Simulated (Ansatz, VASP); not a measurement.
# SnSe in two plane-wave programs, part 2 of 2

Aim: how closely do two programs agree when they are given the same cell, functional and k mesh? The cell is generated by rule, not measured, and may not be a known phase. The cell is taken from a series of runs on this material, whose earlier steps may have relaxed, scaled, displaced or heated it; both programs get it as it stands.

VASP 6.6.1 and Ansatz 0.2.0.

So far: Set-up; VASP: zone-centre phonons, LDA.

The structure was built from a prototype and need not be the compound's stable phase.

**3. Ansatz: zone-centre phonons, LDA**

Level of this step: Ansatz beside VASP: Kohn-Sham DFT, plane waves, LDA (Ansatz).

Ansatz runs on norm-conserving files, of PseudoDojo where its log says so.

The same cell, functional (in two slightly different forms), mesh and smearing now go to Ansatz.

Input file input.yaml:

```yaml
crystal:
  lattice:
    - [0.0, 3.2873174965, 3.2873174965]
    - [3.2873174965, 0.0, 3.2873174965]
    - [3.2873174965, 3.2873174965, 0.0]
  atoms:
    - { symbol: Sn, position: [0.0, 0.0, 0.0] }
    - { symbol: Se, position: [0.25, 0.25, 0.25] }
kpoints:
  mp_grid: { grid: [8, 8, 8] }
hamiltonian:
  xc: lda
  pseudopotentials: { kind: nc, accuracy: standard }
scf:
  occupations: { method: gaussian, width: 0.27211 }
output:
  eigenvalues: true
basis:
  ecutwfc: 1061.244
phonons:
  method: dfpt
  qmesh: [2, 2, 2]
  temperatures: { t_max: 1000, t_step: 50 }
  qpath:
    path:
      - [[0.0, 0.0, 0.0], [-0.5, -0.5, 0.0], [-0.375, -0.375, 0.25]]
      - [[-0.375, 0.0, 0.375], [0.0, 0.0, 0.0], [0.0, 0.0, 0.5], [-0.5, -0.25, 0.25], [-0.5, -0.5, 0.0]]
    npoints: 10
```

The run is started by

```sh
$ ansatz run input.yaml --threads 4 --pin off --max-ram 16384MiB --backend cpu --events-out ev --progress --plain --runs-dir out
```

The program printed:

```text
Warning: basis.ecutwfc = 1061.244 eV is below the records' recommended 1170.089609 eV, and the density's cutoff is lower with it unless basis.ecutrho_ratio is high enough to keep the records' density cutoff: compare with a run at a higher cutoff
Warning: phonons: the dynamical matrix that this run interpolates holds no multipole term above the dipole-dipole one, and a site of this crystal is no centre of inversion, so its interpolated transverse optical and acoustic branches and sound speeds can stay off near Gamma, and the density of states and the thermodynamics with them. What a run solves at a wave vector of phonons.qpoints, Gamma apart, where the deck admits one, is free of this, and under fd what a larger phonons.supercell samples
Engine: ansatz 0.2.0, aarch64-unknown-linux-gnu
Pseudopotentials: kind: nc
Pseudopotential: Sn, nc, valence charge 14, recommended cutoff 979.609905 eV (normal), Sn.nc.azcp (PseudoDojo's, or run here from an input of PseudoDojo's; its table is named by hamiltonian.pseudopotentials.accuracy)
Pseudopotential: Se, nc, valence charge 16, recommended cutoff 1170.089609 eV (normal), Se.nc.azcp (PseudoDojo's, or run here from an input of PseudoDojo's; its table is named by hamiltonian.pseudopotentials.accuracy)
Functional definition: SPW92
  exchange = slater_x
  correlation = pw_c
Crystal: 2 atoms, lattice volume = 71.049 Å³
Basis set: ecut = 1061.244 eV, 5601 PW (Γ), exchange–correlation on 100×100×100 points (8 copies of the dense FFT grid, shifted against one another)
Bands: 19, of which v1, the nominal top of the filled ones, is band 15 counted from 1 (14 counted from 0)
Symmetry: 24 space group operations
k-points: 29 of 512 (time reversal used)
Non-local potential: Sn, projectors of the file, l = 0: 2, l = 1: 2, l = 2: 2
Non-local potential: Se, projectors of the file, l = 0: 2, l = 1: 2, l = 2: 2
Initial density: superposition of atomic densities (chi_scale 0.1, normalization cell, long waves kept (reshape's long-wave potential 0.00 eV rms))
Initial wavefunctions: pseudopotential atomic-orbital guess
Functional: x = slater, c = lda
SCF iter   1: F=—  HF=-5436.170101 eV  |F-HF|=—  |Δ(HF+E_count)|=         —  Δρ=2.80e-2  dr2=6.65e-1  ethr=3.10e-3  ⟨swp⟩=5.5  Hψ=2621  notcnv=0
preconditioner: auto → none  [insulator: Δε(μ)=0.307 eV  Ē_g=8.842 eV  σ=0.272 eV  W_gap=0.58  n_scr=14 (ndim 8)  ℏωp=13.9 eV  f_vac=0.123  D(μ)=0.69/eV (n_scr^D=0)  ε∞_Penn≈3.5]
SCF iter   2: F=—  HF=-5435.948631 eV  |F-HF|=—  |Δ(HF+E_count)|=   2.21e-1  Δρ=1.08e-2  dr2=1.63e-1  ethr=2.22e-3  ⟨swp⟩=4.0  Hψ=1398  notcnv=0
SCF iter   3: F=—  HF=-5435.907171 eV  |F-HF|=—  |Δ(HF+E_count)|=   4.15e-2  Δρ=4.99e-3  dr2=1.45e-2  ethr=5.44e-4  ⟨swp⟩=2.0  Hψ=654  notcnv=0
SCF iter   4: F=—  HF=-5435.902117 eV  |F-HF|=—  |Δ(HF+E_count)|=   5.05e-3  Δρ=1.43e-3  dr2=1.06e-3  ethr=4.83e-5  ⟨swp⟩=2.6  Hψ=1053  notcnv=0
SCF iter   5: F=—  HF=-5435.901788 eV  |F-HF|=—  |Δ(HF+E_count)|=   3.28e-4  Δρ=2.65e-4  dr2=2.11e-5  ethr=3.52e-6  ⟨swp⟩=2.9  Hψ=914  notcnv=0
SCF iter   6: F=—  HF=-5435.901780 eV  |F-HF|=—  |Δ(HF+E_count)|=   8.47e-6  Δρ=2.39e-5  dr2=2.06e-7  ethr=7.04e-8  ⟨swp⟩=2.1  Hψ=751  notcnv=0
SCF iter   7: F=—  HF=-5435.901724 eV  |F-HF|=—  |Δ(HF+E_count)|=   5.65e-5  Δρ=2.49e-6  dr2=2.42e-9  ethr=6.86e-10  ⟨swp⟩=2.7  Hψ=942  notcnv=0
SCF iter   8: F=—  HF=-5435.901724 eV  |F-HF|=—  |Δ(HF+E_count)|=  5.47e-10  Δρ=2.73e-7  dr2=1.58e-11  ethr=8.05e-12  ⟨swp⟩=2.4  Hψ=974  notcnv=0
SCF iter   9: F=-5435.901724 eV  HF=-5435.901724 eV  |F-HF|=0.00e0  |Δ(HF+E_count)|=  4.55e-12  Δρ=4.65e-8  dr2=3.81e-13  ethr=1.00e-12  ⟨swp⟩=8.6  Hψ=3401  notcnv=0
SCF 1 converged in 9 iterations: F = -5435.901724 eV  dr2 = 3.81e-13
Initial density: read from a saved state, or passed on in memory by an earlier SCF of this step, an earlier step, the calling program or the single point that the run made first
iter 1 solved again at ethr=1.78e-7 eV; its pass at ethr=3.10e-3 eV (dr2=5.35e-5 eV) is discarded
SCF iter   1: F=—  HF=-5435.901802 eV  |F-HF|=—  |Δ(HF+E_count)|=         —  Δρ=1.43e-6  dr2=5.61e-10  ethr=1.78e-7  ⟨swp⟩=4.2  Hψ=4644  notcnv=0
eigensolver tolerance schedule: the retry pair's looser diagonalisation over-reported the residual by 95436.85 of it (diagonalisation noise at an unbounded share of the residual, at the tolerance the schedule requests for it); recorded, not acted on — ethr = c·dr2/N_el stays at c = 1.0e-1
preconditioner: auto → none  [metal: Δε(μ)=0.224 eV  Ē_g=16.879 eV  σ=0.272 eV  W_gap=0.43  n_scr=14 (ndim 8)  ℏωp=19.7 eV  f_vac=0.173  D(μ)=0.53/eV (n_scr^D=0)]
SCF iter   2: F=—  HF=-5435.901724 eV  |F-HF|=—  |Δ(HF+E_count)|=   7.80e-5  Δρ=9.25e-7  dr2=6.37e-10  ethr=1.87e-12  ⟨swp⟩=5.1  Hψ=2026  notcnv=0
SCF iter   3: F=—  HF=-5435.901724 eV  |F-HF|=—  |Δ(HF+E_count)|=  1.51e-10  Δρ=5.56e-7  dr2=8.82e-11  ethr=1.87e-12  ⟨swp⟩=2.0  Hψ=634  notcnv=0
SCF iter   4: F=—  HF=-5435.901724 eV  |F-HF|=—  |Δ(HF+E_count)|=  1.36e-11  Δρ=4.15e-7  dr2=5.08e-11  ethr=1.00e-12  ⟨swp⟩=1.0  Hψ=551  notcnv=0
SCF iter   5: F=—  HF=-5435.901724 eV  |F-HF|=—  |Δ(HF+E_count)|=  5.46e-12  Δρ=3.08e-7  dr2=2.60e-11  ethr=1.00e-12  ⟨swp⟩=1.0  Hψ=551  notcnv=0
SCF iter   6: F=—  HF=-5435.901724 eV  |F-HF|=—  |Δ(HF+E_count)|=  4.55e-12  Δρ=2.25e-7  dr2=1.47e-11  ethr=1.00e-12  ⟨swp⟩=1.0  Hψ=551  notcnv=0
SCF iter   7: F=-5435.901724 eV  HF=-5435.901724 eV  |F-HF|=7.28e-12  |Δ(HF+E_count)|=  2.73e-12  Δρ=1.42e-7  dr2=5.79e-12  ethr=1.00e-12  ⟨swp⟩=3.2  Hψ=1530  notcnv=0
SCF 2 converged in 7 iterations: F = -5435.901724 eV  dr2 = 5.79e-12
phonons: the bands overlap, so this run is a metal and interpolates without the dipole-dipole term. If the crystal is really an insulator or semiconductor, its LO-TO splitting is missing
NSCF: frozen V_eff on 29 k-points
WARN: eigensolver did not converge in 14 slots of this pass, the one above among them; of largest residual over every band (k=10): 1 band(s) unlocked (lowest unlocked band 18, counted from 0; max residual 2.72e-2 eV among the unlocked bands, 2.72e-2 eV over every band); of lowest unlocked band (k=1): band 18
NSCF: frozen V_eff on 59 k-points
DFPT response loops at q = (0, 0, 0) (fractional): preconditioner auto → none (partly filled bands, converged f_vac=0.173); β = 0.50; Broyden in place of MSR1
NSCF: frozen V_eff on 300 k-points
DFPT response loops at q = (0, 0, -0.5) (fractional): mixed as the last ones told, above
NSCF: frozen V_eff on 190 k-points
DFPT response loops at q = (0, -0.5, -0.5) (fractional): mixed as the last ones told, above
SCF converged after 9 iterations
Free energy (F): -5435.901724 eV
Harris-Foulkes:  -5435.901724 eV  (|F-HF|=0.00e0)
Internal energy: -5435.882283 eV  (E = F + TS)
E sigma→0 (E₀):  -5435.892003 eV
Entropy (-TS):   -0.019440 eV (-9.720 meV/atom)
Fermi energy:    6.211512 eV
--- Per-component energies (eV) ---
  E_band       = -566.177572
  E_kinetic    = 3402.537918
  E_local      = -4717.393990  (includes V_loc(G=0)·N_el)
  E_nonlocal   = -1989.045548
  E_hartree    = 1769.202946
  E_xc         = -1238.333309
  E_vxc        = -800.681856  (∫ρ·V_xc dr)
  E_ewald      = -2662.850301
  E_smearing   = -0.019440  (= −TS)
  E_closure    = -0.000000  (closes the sum)
  Σ components = -5435.901724   (vs F -5435.901724, Δ=0.00e0)
--- Band table (eV; the first three rows and the last of 29) ---
  k-point 0: bands = [... 11 lower, 0.9253, 3.7656, 3.7656, 3.7656, 7.6424, 7.6424, 7.6424, 10.8846]
  k-point 1: bands = [... 11 lower, 0.5060, 3.6639, 3.6639, 3.9574, 7.6258, 7.8167, 7.8167, 11.5357]
  k-point 2: bands = [... 11 lower, -0.3062, 3.4493, 3.4493, 4.0720, 8.0985, 8.1583, 8.1583, 12.3451]
  k-point 28: bands = [... 11 lower, -1.5023, 2.0925, 2.1828, 6.3546, 7.8425, 8.2742, 10.1432, 11.6327]
--- Phonons (Γ-DFPT): 2 representative perturbations + reference (Σ response iterations 5) ---
  ASR residual: 5.044e-4 → 0.000e0 eV/Å²; symmetrization residual: 5.200e-4 eV/Å²
  ASR residual per site (eV/Å²): 5.04e-4 4.87e-4
  Γ frequencies (cm⁻¹): 0.00 0.00 0.00 123.31 123.31 123.31
--- Phonons (arbitrary-q DFPT): 3 irreducible q on the 2×2×2 mesh ---
  q = [0.0000, 0.0000, 0.0000] (star 1, of the zone-centre solve; hermiticity 3.92e-4, symmetrization 2.26e-14): 0.00 0.00 0.00 123.31 123.31 123.31
  q = [0.0000, 0.0000, -0.5000] (star 4, 2 solved perturbations on 150 of 512 k-point pairs; hermiticity 1.85e-6, symmetrization 4.81e-12, the responses' own estimated error 3.2e-4 eV/Å²): -21.40 -21.40 73.36 120.59 120.59 130.10
  q = [0.0000, -0.5000, -0.5000] (star 3, 4 solved perturbations in 308 linear systems a pass and spin channel, the states on 95 of 512 k-point pairs; hermiticity 4.66e-6, symmetrization 2.30e-12, the responses' own estimated error 3.5e-4 eV/Å²): -50.88 -50.88 87.74 87.74 99.57 108.47
  sum rule: each row above includes the acoustic sum rule's correction from the zone centre's row sums; it moved no ω² by more than (1.30 cm⁻¹)²
  mesh force constants: q→R imaginary residual 1.18e-17; ASR residual 5.044e-4 → 0.000e0 eV/Å²; symmetrization residual 3.109e-15 eV/Å²
  interpolated dispersion: 62 rows × 6 modes
  density of states and harmonic sums: on the 16×16×16 q-mesh, interpolated from the force constants of a 2×2×2 supercell (no non-analytic term)
  largest difference from the sums on the solved wave vectors: F 2.36e-1 eV, S 3.01e-4 and C_V 6.65e-5 eV/K
  zero-point energy: 0.026285 eV/cell   skipped modes (ω ≤ 0): 211, of them read as no rigid motion or as one in doubt: 208 (1.365e0 modes/cell left out, lowest -50.88 cm⁻¹)   left out of the sums: 2.28e-1 of the cell's modes: C_V's classical limit lies that fraction below 3 k_B per atom; for a crystal, a wire or a layer, F and S can be off by more, and a phonons.interpolated_qmesh denser along its periods is the remedy for the sampling
```

The column dr2 measures how far the density is from self-consistency, as an energy; F and HF (Harris–Foulkes) agree once it is small.

**4. Comparison**

Known differences besides the potentials themselves: the two LDA forms differ slightly; VASP's run holds the zone centre alone; the data sets hold 30 valence electrons in Ansatz (on norm-conserving files, of PseudoDojo where its log says so) and 20 in VASP; the cutoff is 1061.24 eV in Ansatz and 500 eV in VASP; VASP's log shows a relativistic correction to its local exchange, Ansatz's none; Ansatz's log warns that its cutoff lies below the recommended one. Total energies have different zeros and are not compared.

The two programs side by side:

| quantity | Ansatz | VASP | difference |
| --- | --- | --- | --- |
| optical mode 1 to 3 (cm⁻¹) | 123.3 | 122.5 | +0.64 % |

Modes are paired by rising frequency, not by their patterns, so a pair may set unlike modes beside each other; they are those without the splitting of longitudinal modes.

**5. What came out**

* r.m.s. difference of the optical zone-centre modes, each program's sorted by frequency (zone-centre phonons, LDA): 0.79 cm⁻¹
* difference in optical mode 1 to 3 (zone-centre phonons, LDA): +0.6 %

**Reading.** The r.m.s. difference of the optical zone-centre modes, each program's sorted by frequency is 0.79 cm⁻¹ (zone-centre phonons, LDA). The data sets hold unlike numbers of valence electrons (30 in Ansatz and 20 in VASP), so part of the differences comes from the potentials. Among the rows given in per cent, the largest difference of the zone-centre phonons, LDA pair is in optical mode 1 to 3, +0.6 %. Such differences can come from data sets, numerical settings and the points named under the comparisons, not from the functional's error against experiment.

[Lines on the potential files, build, host, timing and source positions are cut from VASP's logs without a mark.]

[Logs are printed without paths, hosts, clocks, repeated set-up lines and the standing remarks that a program may print on its own settings, such as how far it seeks lower states.]

[Hosts, paths, dates, database ids (printed as entryN), source tags and the programs' standing remarks are cut or masked in the printed files.]
